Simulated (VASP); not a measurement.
The system is SbW2.

```
CELL_PARAMETERS angstrom
0.00000 3.13301 3.13301
3.13301 0.00000 3.13301
3.13301 3.13301 0.00000
ATOMIC_POSITIONS crystal
Sb 0.50000 0.50000 0.50000
W 0.25000 0.25000 0.25000
W 0.75000 0.75000 0.75000
```

The cell was built by a generator and needn't be a form met in nature.

* Program: VASP 6.6.1
* Task: relaxation of cell and atoms
* Functional: RPBE
* Potentials or basis: VASP PAW PBE potentials, release 64 (Sb, W_sv)
* Cutoff: 600 eV
* k mesh: 7 × 7 × 7
* Occupations: fermi-dirac, width 0.05 eV
* Spin: no spin polarisation

At the start: pressure 2.7 GPa; volume 20.50 Å³/atom.

Question: How do energy, volume and symmetry change on relaxing?

Answer: Over 3 steps the energy falls by 2.7 meV/atom and the volume is 20.83 Å³/atom (+1.6 %); space group Fm-3m (No. 225, to 0.05 Å).

The path:
| step | energy change (eV) | largest force (eV/Å) | pressure (GPa) | volume (Å³) |
| --- | --- | --- | --- | --- |
| 1 | 0.0000 | 0.0000 | 2.66 | 61.51 |
| 2 | 0.0265 | 0.0000 | -5.03 | 64.59 |
| 3 | -0.0080 | 0.0000 | -0.03 | 62.48 |

Final structure:
```
CELL_PARAMETERS angstrom
0.00000 3.14952 3.14952
3.14952 0.00000 3.14952
3.14952 3.14952 0.00000
ATOMIC_POSITIONS crystal
Sb 0.50000 0.50000 0.50000
W 0.25000 0.25000 0.25000
W 0.75000 0.75000 0.75000
```

Caveat: the PAW data sets were made with another functional, which shifts forces and pressure a little.
